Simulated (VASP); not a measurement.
K2TiF6:

```xyz
9
Lattice="5.7150 0.0000 0.0000 -2.8575 4.9493 0.0000 0.0000 0.0000 4.6560" Properties=species:S:1:pos:R:3 pbc="T T T"
K     0.0000    3.2996    3.2592
K     2.8575    1.6498    1.3968
Ti    0.0000    0.0000    0.0000
F    -1.5202    4.1772    1.1361
F     0.0000    1.5442    1.1361
F     1.5202    4.1772    1.1361
F     4.3777    0.7721    3.5199
F     1.3373    0.7721    3.5199
F     2.8575    3.4051    3.5199
```

* Program: VASP 6.6.1
* Task: relaxation of cell and atoms
* Functional: LDA
* Potentials or basis: VASP PAW LDA potentials, release 64 (K_sv, Ti_sv, F)
* Cutoff: 600 eV
* k mesh: 6 × 6 × 6
* Occupations: gaussian, width 0.02 eV
* Spin: no spin polarisation

At the start: pressure -7.7 GPa; volume 14.63 Å³/atom.

**Question.** Where does the relaxation end?

**Answer.** Over 21 steps the energy falls by 48.5 meV/atom and the volume is 13.10 Å³/atom (-10.5 %); space group P-3m1 (No. 164, to 0.05 Å).

The path:
| step | energy change (eV) | largest force (eV/Å) | pressure (GPa) | volume (Å³) |
| --- | --- | --- | --- | --- |
| 1 | 0.0000 | 1.1504 | -7.70 | 131.70 |
| 2 | -0.1032 | 1.7600 | 7.10 | 118.73 |
| 3 | -0.3156 | 0.4781 | -0.58 | 124.20 |
| 4 | -0.3769 | 0.3184 | -0.62 | 122.66 |
| 5 | -0.4265 | 0.0861 | -0.57 | 119.50 |
| 6 | -0.4265 | 0.0829 | -0.57 | 119.60 |
| 7 | -0.4303 | 0.1118 | 0.37 | 118.35 |
| 8 | -0.4303 | 0.1152 | 0.40 | 118.31 |
| 9 | -0.4332 | 0.0658 | 0.30 | 117.99 |
| 10 | -0.4353 | 0.0444 | 0.12 | 117.33 |
| 11 | -0.4354 | 0.0474 | 0.15 | 117.41 |
| 12 | -0.4358 | 0.0398 | 0.11 | 117.53 |
| 13 | -0.4365 | 0.0186 | -0.01 | 117.89 |
| 14 | -0.4366 | 0.0102 | -0.06 | 118.04 |
| 15 | -0.4366 | 0.0177 | 0.07 | 117.95 |
| 16 | -0.4366 | 0.0090 | 0.01 | 117.99 |
| 17 | -0.4366 | 0.0077 | 0.01 | 117.97 |
| 18 | -0.4366 | 0.0056 | 0.00 | 117.94 |
| 19 | -0.4367 | 0.0045 | -0.01 | 117.93 |
| 20 | -0.4367 | 0.0066 | -0.02 | 117.88 |
| 21 | -0.4367 | 0.0019 | 0.00 | 117.86 |

Final structure:
```yaml
crystal:
  lattice:
    - [5.54064, 0.00000, 0.00000]
    - [-2.77032, 4.79834, 0.00000]
    - [0.00000, 0.00000, 4.43306]
  atoms:
    - { symbol: K, position: [0.33333, 0.66667, 0.70545] }
    - { symbol: K, position: [0.66667, 0.33333, 0.29455] }
    - { symbol: Ti, position: [0.00000, 0.00000, 0.00000] }
    - { symbol: F, position: [0.16125, 0.83875, 0.23271] }
    - { symbol: F, position: [0.16125, 0.32249, 0.23271] }
    - { symbol: F, position: [0.67751, 0.83875, 0.23271] }
    - { symbol: F, position: [0.83875, 0.16125, 0.76729] }
    - { symbol: F, position: [0.32249, 0.16125, 0.76729] }
    - { symbol: F, position: [0.83875, 0.67751, 0.76729] }
```

Caveat: the volume moved by -11 % from the deposited cell, more than functionals usually miss.
